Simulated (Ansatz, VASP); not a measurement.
# LiY in two plane-wave programs, part 2 of 2

One calculation is typed for both programs; each brings its own data sets. How far apart do they land? The cell is generated by rule, not measured, and may not be a known phase. The cell is taken from a series of runs on this material, whose earlier steps may have relaxed, scaled, displaced or heated it; both programs get it as it stands.

VASP 6.6.1 and Ansatz 0.2.0.

So far: The starting structure; VASP: relaxation of cell and atoms, PBEsol, pair 1; Ansatz: relaxation of cell and atoms, PBEsol, pair 1; Differences.

### Step 5. VASP: relaxation of cell and atoms, PBEsol, pair 2

Level of this step: PBEsol; plane waves and PAW (Li_sv, Y_sv); invented cell (VASP).

The relaxed volume is the usual yardstick between codes: in a stiff, nearly cubic crystal its relative difference is about their pressure difference at one cell divided by the bulk modulus. This pair takes another cell of the material, with 8 atoms against 4 for the pair before.

The input, INCAR:

```
SYSTEM = LiY
PREC = Accurate
ENCUT = 750
EDIFF = 1E-07
NELM = 120
ISMEAR = 1
SIGMA = 0.2
LREAL = .FALSE.
ALGO = Normal
GGA = PS
NBANDS = 36
LASPH = .TRUE.
LORBIT = 11
LWAVE = .FALSE.
LCHARG = .FALSE.
ISIF = 3
IBRION = 2
NSW = 80
EDIFFG = -0.005
GGA_COMPAT = .FALSE.
NELMIN = 4
KPAR = 2
```

The input, POSCAR:

```
LiY
1.0
    5.4743020000      0.0000000000      0.0000000000
    0.0000000000      5.4743020000      0.0000000000
    0.0000000000      0.0000000000      6.6779100000
Li Y
4 4
Direct
    0.7127262983      0.2872735191      0.7500000749
    0.2872735191      0.7127262983      0.2500000749
    0.2127264809      0.2127264809      0.0000000000
    0.7872735191      0.7872735191      0.5000000000
    0.6799796577      0.3200203423      0.2500000749
    0.3200203423      0.6799796577      0.7500000749
    0.1799796577      0.1799796577      0.5000000000
    0.8200201596      0.8200201596      0.0000000000
```

The input, KPOINTS:

```
Automatic mesh
0
Gamma
8 8 6
0 0 0
```

Potentials, in the order of the species: Li_sv and Y_sv (PBE family, release 64).

On the command line:

```console
$ mpirun -np 2 vasp_std
```

Numbers of over 12 decimals in the logs are rounded to 6 here.

Log:

```text
[banner, memory and clock lines left out]
running    2 mpi-ranks, on    1 nodes
[...]
[... a notice as in an earlier step ...]

 LDA part: xc-table for (Slater+PW92), standard interpolation
 POSCAR, INCAR and KPOINTS ok, starting setup
[...]
entering main loop
       N       E                     dE             d eps       ncg     rms          rms(c)
DAV:   1     0.403947448738E+03    0.40395E+03   -0.31723E+04  4320   0.196E+03
DAV:   2     0.154982100473E+02   -0.38845E+03   -0.37890E+03  4588   0.471E+02
DAV:   3    -0.278644420513E+02   -0.43363E+02   -0.42362E+02  7292   0.879E+01
DAV:   4    -0.349163212381E+02   -0.70519E+01   -0.69947E+01  6988   0.386E+01
[...]
DAV:  13    -0.330568393687E+02    0.40364E-05   -0.54414E-05  5864   0.282E-02    0.175E-02
DAV:  14    -0.330568403262E+02   -0.95745E-06   -0.97863E-06  5076   0.133E-02    0.340E-03
DAV:  15    -0.330568404048E+02   -0.78579E-07   -0.72307E-07  6228   0.335E-03
   1 F= -.33056840E+02 E0= -.33064063E+02  d E =-.330568E+02
[...]
2 F= -.33056982E+02 E0= -.33064181E+02  d E =-.141593E-03
 trial-energy change:   -0.000142  1 .order   -0.000150   -0.000204   -0.000095
 step:   1.8733(harm=  1.8733)  dis= 0.00016  next Energy=   -33.057032 (dE=-0.191E-03)
[...]
N       E                     dE             d eps       ncg     rms          rms(c)
DAV:   1    -0.330581304595E+02   -0.11484E-02   -0.22201E-02  6328   0.697E-01    0.238E-01
DAV:   2    -0.330571188990E+02    0.10116E-02   -0.38175E-03  5264   0.253E-01    0.130E-01
DAV:   3    -0.330569050708E+02    0.21383E-03   -0.21022E-03  5884   0.147E-01    0.634E-02
DAV:   4    -0.330569590112E+02   -0.53940E-04   -0.21109E-04  5424   0.475E-02    0.306E-02
DAV:   5    -0.330570089895E+02   -0.49978E-04   -0.20933E-04  7084   0.373E-02    0.164E-02
DAV:   6    -0.330570070602E+02    0.19293E-05   -0.15477E-05  5516   0.171E-02    0.880E-03
DAV:   7    -0.330570085011E+02   -0.14410E-05   -0.23231E-06  6240   0.642E-03    0.231E-03
DAV:   8    -0.330570092049E+02   -0.70375E-06   -0.30742E-07  3876   0.234E-03    0.121E-03
DAV:   9    -0.330570091692E+02    0.35735E-07   -0.10570E-07  2492   0.127E-03
   3 F= -.33057009E+02 E0= -.33064188E+02  d E =-.168764E-03
[...]
reached required accuracy - stopping structural energy minimisation
```

From OUTCAR (step 5):

```text
  Total        0.0038061      0.0038061      0.0087792      0.0000000     -0.0000000      0.0000000
  in kB        0.0305801      0.0305801      0.0705363      0.0000000     -0.0000000      0.0000000
  external PRESSURE =       0.0438988 kB  Pullay stress =       0.0000000 kB

 POSITION                                       TOTAL-FORCE (eV/Angst)
 -----------------------------------------------------------------------------------
      3.89754      1.57087      5.00138         0.000425     -0.000425     -0.000000
      1.57087      3.89754      1.66713        -0.000425      0.000425     -0.000000
      1.16333      1.16333      0.00000         0.000425      0.000425     -0.000000
      4.30508      4.30508      3.33426        -0.000425     -0.000425      0.000000
      3.71857      1.74984      1.66713         0.001530     -0.001530     -0.000000
      1.74984      3.71857      5.00138        -0.001530      0.001530     -0.000000
      0.98436      0.98436      3.33426         0.001530      0.001530      0.000000
      4.48405      4.48405      0.00000        -0.001530     -0.001530     -0.000000
 -----------------------------------------------------------------------------------
    total drift:                                0.001524      0.002381     -0.001228

  FREE ENERGIE OF THE ION-ELECTRON SYSTEM (eV)
  ---------------------------------------------------
  free  energy   TOTEN  =       -33.0570091692 eV

  energy  without entropy=      -33.0785452207  energy(sigma->0) =      -33.06418785

[... 1 part as in an earlier step ...]

[... 3 further parts left out ...]
[key lines of the parts left out:]
E-fermi :   2.2095
```

The run keeps the 8 symmetry operations of its start, so it cannot find a distortion of lower symmetry.

### Step 6. Ansatz: relaxation of cell and atoms, PBEsol, pair 2

The same cell, functional, mesh and smearing now go to Ansatz, which takes its cutoff from its data sets.

The cell is taken from a series of runs on this material, whose earlier steps may have relaxed, scaled, displaced or heated it; both programs get it as it stands.

The input, input.yaml:

```yaml
crystal:
  lattice:
    - [5.4743016877, 0.0, 0.0]
    - [0.0, 5.4743016877, 0.0]
    - [0.0, 0.0, 6.6779102186]
  atoms:
    - { symbol: Li, position: [0.7127264226, 0.2872735774, 0.75] }
    - { symbol: Li, position: [0.2872735774, 0.7127264226, 0.25] }
    - { symbol: Li, position: [0.2127264226, 0.2127264226, 0.0] }
    - { symbol: Li, position: [0.7872735774, 0.7872735774, 0.5] }
    - { symbol: "Y", position: [0.6799797242, 0.3200202758, 0.25] }
    - { symbol: "Y", position: [0.3200202758, 0.6799797242, 0.75] }
    - { symbol: "Y", position: [0.1799797242, 0.1799797242, 0.5] }
    - { symbol: "Y", position: [0.8200202758, 0.8200202758, 0.0] }
kpoints:
  mp_grid: { grid: [8, 8, 6] }
hamiltonian:
  xc: pbesol
scf:
  occupations: { method: methfessel_paxton, width: 0.2 }
output:
  forces: true
  stress: true
  eigenvalues: true
relax:
  adjacent_minimum: "off"
  f_tol: 0.001
  max_steps: 60
  cell: { stress_tol: 0.01 }
```

On the command line:

```console
$ ansatz run input.yaml --threads 4 --pin off --max-ram 14336MiB --backend cpu --events-out ev --progress --plain --runs-dir out
```

Log:

```text
[...]
Crystal: 8 atoms, lattice volume = 200.123 Å³
Basis set: ecut = 420 eV, 3899 PW (Γ), exchange–correlation on 80×80×90 points (8 copies of the dense FFT grid, shifted against one another)
Bands: 36, of which v1, the nominal top of the filled ones, is band 28 counted from 1 (27 counted from 0)
Symmetry: 8 space group operations
[...]
k-points: 60 of 384 (time reversal used)
[...]
- { symbol: Li, position: [0.2872735774, 0.7127264226, 0.250000] }
    - { symbol: Li, position: [0.2127264226, 0.2127264226, 0.0] }
    - { symbol: Li, position: [0.787274, 0.787274, 0.500000] }
    - { symbol: Y, position: [0.679980, 0.320020, 0.250000] }
    - { symbol: Y, position: [0.320020, 0.679980, 0.750000] }
    - { symbol: Y, position: [0.1799797242, 0.1799797242, 0.500000] }
    - { symbol: Y, position: [0.8200202758, 0.8200202758, 0.0] }
[key lines of the parts left out:]
SCF converged after 6 iterations
Free energy (F): -15990.191215 eV
Fermi energy:    6.520517 eV
P = ⅓ Tr σ = -0.0018 GPa (-0.018 kbar)
```

### Step 7. Differences

Both answers:

```tsv
quantity	Ansatz	VASP	difference
volume (Å³)	200.12	199.41	+0.36 %
edge a after relaxation, in the typed setting (Å)	5.474	5.468	+0.11 %
edge c after relaxation, in the typed setting (Å)	6.678	6.668	+0.14 %
```

### Step 8. VASP: relaxation of cell and atoms, PBEsol, pair 3

The relaxed volume is the usual yardstick between codes: in a stiff, nearly cubic crystal its relative difference is about their pressure difference at one cell divided by the bulk modulus.

INCAR is that of step 5.

The input, POSCAR:

```
LiY
1.0
    5.4742720000      0.0000000000      0.0000000000
    0.0000000000      5.4742720000      0.0000000000
    0.0000000000      0.0000000000      6.6779560000
Li Y
4 4
Direct
    0.2127428085      0.2127428085      0.0000000000
    0.7872571915      0.7872571915      0.5000000000
    0.7127428085      0.2872571915      0.2500000000
    0.2872571915      0.7127428085      0.7500000000
    0.1799393600      0.1799393600      0.5000000000
    0.8200606400      0.8200606400      0.0000000000
    0.6799393600      0.3200606400      0.7500000000
    0.3200606400      0.6799393600      0.2500000000
```

KPOINTS is that of step 5.

On the command line:

```console
$ mpirun -np 2 vasp_std
```

Log:

```text
[... set-up lines as in an earlier step ...]
 entering main loop
       N       E                     dE             d eps       ncg     rms          rms(c)
DAV:   1     0.401594730516E+03    0.40159E+03   -0.31815E+04  4320   0.196E+03
DAV:   2     0.158799043139E+02   -0.38571E+03   -0.37623E+03  4568   0.470E+02
DAV:   3    -0.278604365561E+02   -0.43740E+02   -0.42616E+02  7340   0.875E+01
DAV:   4    -0.349202955355E+02   -0.70599E+01   -0.70033E+01  6992   0.385E+01
[...]
DAV:  13    -0.330568365594E+02    0.38806E-05   -0.56627E-05  5904   0.288E-02    0.168E-02
DAV:  14    -0.330568374584E+02   -0.89897E-06   -0.99024E-06  5132   0.132E-02    0.384E-03
DAV:  15    -0.330568375260E+02   -0.67627E-07   -0.69080E-07  6192   0.328E-03
   1 F= -.33056838E+02 E0= -.33064060E+02  d E =-.330568E+02
[...]
N       E                     dE             d eps       ncg     rms          rms(c)
DAV:   1    -0.330583561794E+02   -0.15187E-02   -0.27464E-02  6360   0.773E-01    0.263E-01
[...]
2 F= -.33056977E+02 E0= -.33064176E+02  d E =-.139181E-03
 trial-energy change:   -0.000139  1 .order   -0.000144   -0.000192   -0.000095
 step:   1.9651(harm=  1.9651)  dis= 0.00021  next Energy=   -33.057027 (dE=-0.189E-03)
[...]
N       E                     dE             d eps       ncg     rms          rms(c)
DAV:   1    -0.330582937861E+02   -0.13170E-02   -0.25534E-02  6336   0.746E-01    0.254E-01
DAV:   2    -0.330571311224E+02    0.11627E-02   -0.43536E-03  5276   0.271E-01    0.139E-01
DAV:   3    -0.330568878136E+02    0.24331E-03   -0.24289E-03  5880   0.158E-01    0.678E-02
DAV:   4    -0.330569492425E+02   -0.61429E-04   -0.24317E-04  5420   0.514E-02    0.327E-02
DAV:   5    -0.330570058053E+02   -0.56563E-04   -0.23335E-04  7080   0.396E-02    0.172E-02
DAV:   6    -0.330570039120E+02    0.18933E-05   -0.17257E-05  5496   0.181E-02    0.915E-03
DAV:   7    -0.330570055213E+02   -0.16092E-05   -0.24223E-06  6268   0.668E-03    0.240E-03
DAV:   8    -0.330570062644E+02   -0.74310E-06   -0.35808E-07  4088   0.243E-03    0.120E-03
DAV:   9    -0.330570062314E+02    0.32989E-07   -0.11015E-07  2492   0.130E-03
   3 F= -.33057006E+02 E0= -.33064183E+02  d E =-.168705E-03
[...]
reached required accuracy - stopping structural energy minimisation
```

From OUTCAR (step 8):

```text
  Total        0.0126529      0.0126529      0.0187066      0.0000000     -0.0000000      0.0000000
  in kB        0.1016663      0.1016663      0.1503074      0.0000000     -0.0000000      0.0000000
  external PRESSURE =       0.1178800 kB  Pullay stress =       0.0000000 kB

 POSITION                                       TOTAL-FORCE (eV/Angst)
 -----------------------------------------------------------------------------------
      1.16338      1.16338     -0.00000         0.000275      0.000275     -0.000000
      4.30489      4.30489      3.33422        -0.000275     -0.000275      0.000000
      3.89751      1.57076      1.66711         0.000275     -0.000275     -0.000000
      1.57076      3.89751      5.00133        -0.000275      0.000275      0.000000
      0.98417      0.98417      3.33422         0.001906      0.001906     -0.000000
      4.48410      4.48410     -0.00000        -0.001906     -0.001906      0.000000
      3.71830      1.74996      5.00133         0.001906     -0.001906      0.000000
      1.74996      3.71830      1.66711        -0.001906      0.001906     -0.000000
 -----------------------------------------------------------------------------------
    total drift:                                0.000000     -0.000000      0.000000

  FREE ENERGIE OF THE ION-ELECTRON SYSTEM (eV)
  ---------------------------------------------------
  free  energy   TOTEN  =       -33.0570062314 eV

  energy  without entropy=      -33.0785379065  energy(sigma->0) =      -33.06418346

[... 2 parts as in an earlier step ...]

[... 2 further parts left out ...]
[key lines of the parts left out:]
E-fermi :   2.2098
```

### Step 9. Ansatz: relaxation of cell and atoms, PBEsol, pair 3

The same cell, functional, mesh and smearing now go to Ansatz, which takes its cutoff from its data sets.

The cell is taken from a series of runs on this material, whose earlier steps may have relaxed, scaled, displaced or heated it; both programs get it as it stands.

input.yaml, the sections that differ from step 6:

```yaml
crystal:
  lattice:
    - [5.4742719021, 0.0, 0.0]
    - [0.0, 5.4742719021, 0.0]
    - [0.0, 0.0, 6.6779560602]
  atoms:
    - { symbol: Li, position: [0.2127428611, 0.2127428611, 0.0] }
    - { symbol: Li, position: [0.7872571389, 0.7872571389, 0.5] }
    - { symbol: Li, position: [0.7127428611, 0.2872571389, 0.25] }
    - { symbol: Li, position: [0.2872571389, 0.7127428611, 0.75] }
    - { symbol: "Y", position: [0.1799393788, 0.1799393788, 0.5] }
    - { symbol: "Y", position: [0.8200606212, 0.8200606212, 0.0] }
    - { symbol: "Y", position: [0.6799393788, 0.3200606212, 0.75] }
    - { symbol: "Y", position: [0.3200606212, 0.6799393788, 0.25] }
# kpoints, hamiltonian, scf, output, relax: as in step 6
```

On the command line:

```console
$ ansatz run input.yaml --threads 4 --pin off --max-ram 14336MiB --backend cpu --events-out ev --progress --plain --runs-dir out
```

Log:

```text
[...]
Crystal: 8 atoms, lattice volume = 200.123 Å³
Basis set: ecut = 420 eV, 3899 PW (Γ), exchange–correlation on 80×80×90 points (8 copies of the dense FFT grid, shifted against one another)
Bands: 36, of which v1, the nominal top of the filled ones, is band 28 counted from 1 (27 counted from 0)
Symmetry: 8 space group operations
[...]
k-points: 60 of 384 (time reversal used)
[...]
atoms:
    - { symbol: Li, position: [0.212743, 0.212743, 0.0] }
    - { symbol: Li, position: [0.787257, 0.787257, 0.5] }
    - { symbol: Li, position: [0.7127428611, 0.2872571389, 0.25] }
    - { symbol: Li, position: [0.2872571389, 0.7127428611, 0.75] }
    - { symbol: Y, position: [0.1799393788, 0.1799393788, 0.5] }
    - { symbol: Y, position: [0.820061, 0.820061, 0.0] }
    - { symbol: Y, position: [0.6799393788, 0.3200606212, 0.75] }
    - { symbol: Y, position: [0.3200606212, 0.6799393788, 0.25] }
[key lines of the parts left out:]
SCF converged after 6 iterations
Free energy (F): -15990.191215 eV
Fermi energy:    6.520539 eV
P = ⅓ Tr σ = -0.0016 GPa (-0.016 kbar)
```

### Step 10. Differences

The two programs side by side:

```tsv
quantity	Ansatz	VASP	difference
volume (Å³)	200.12	199.40	+0.36 %
edge a after relaxation, in the typed setting (Å)	5.474	5.468	+0.11 %
edge c after relaxation, in the typed setting (Å)	6.678	6.668	+0.14 %
```

### Step 11. Outcome

```
difference in volume (relaxation of cell and atoms, PBEsol, pair 1) : 0.48 %
difference in volume (relaxation of cell and atoms, PBEsol, pair 2) : 0.36 %
difference in volume (relaxation of cell and atoms, PBEsol, pair 3) : 0.36 %
```

**Reading.** The difference in volume is 0.48 % (relaxation of cell and atoms, PBEsol, pair 1), within the 1.2 % picked in this series as the mark of a large difference, as far as the stopping tolerances let one tell. 1 further run of this series is not shown here. How closely two codes agree says nothing of how well the functional describes the real material.

[Lines on the potential files, build, host, timing and source positions are cut from VASP's logs without a mark.]

[Logs are printed without paths, hosts, clocks, repeated set-up lines and the standing remarks that a program may print on its own settings, such as how far it seeks lower states.]

[Hosts, paths, dates, database ids (printed as entryN), source tags and the programs' standing remarks are cut or masked in the printed files.]
